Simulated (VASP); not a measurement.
**BeHg$_{3}$Se$_{4}$ (ordered alloy cell): computed properties**

Method: PBEsol GGA, VASP's PBE PAW potentials (set 64) (plane waves; VASP).

```json
{
 "space_group": "Amm2 (38)",
 "cell": "a = 4.136 Å, b = 8.334 Å, c = 11.889 Å, α = β = γ = 90.00°",
 "volume_per_atom": "25.61 Å³/atom",
 "band gap (over mesh and band path)": "none (metal, semimetal or under 0.01 eV)",
 "density": "7.51 g/cm³"
}
```

```cif
data_Be2Hg6Se8
_chemical_formula_sum 'Hg6 Se8 Be2'
_space_group_name_H-M_alt 'Amm2'
_space_group_IT_number 38
_space_group_name_Hall 'A 2 -2'
_cell_length_a 4.13596
_cell_length_b 8.33437
_cell_length_c 11.88934
_cell_angle_alpha 90.000
_cell_angle_beta 90.000
_cell_angle_gamma 90.000
loop_
_atom_site_label
_atom_site_type_symbol
_atom_site_symmetry_multiplicity
_atom_site_Wyckoff_symbol
_atom_site_fract_x
_atom_site_fract_y
_atom_site_fract_z
_atom_site_occupancy
Hg1 Hg 2 b 0.50000 0.50000 0.50564 1
Hg2 Hg 4 d 0.00000 0.24146 0.25028 1
Se1 Se 2 a 0.00000 0.00000 0.87379 1
Se2 Se 4 e 0.50000 0.27818 0.11070 1
Se3 Se 2 a 0.00000 0.00000 0.39811 1
Be1 Be 2 b 0.50000 0.50000 0.00050 1
```
(The calculation used a cell of 8 atoms; values per cell refer to that cell.)

Unless said otherwise, spin-orbit coupling is left out, though it shifts the bands of the heavy elements here.

The structure was generated: BeHg3Se4 was put into an ordered model structure (Amm2), which need not be its known phase. It was relaxed first. Symmetry was kept, so distortions that lower it aren't found.
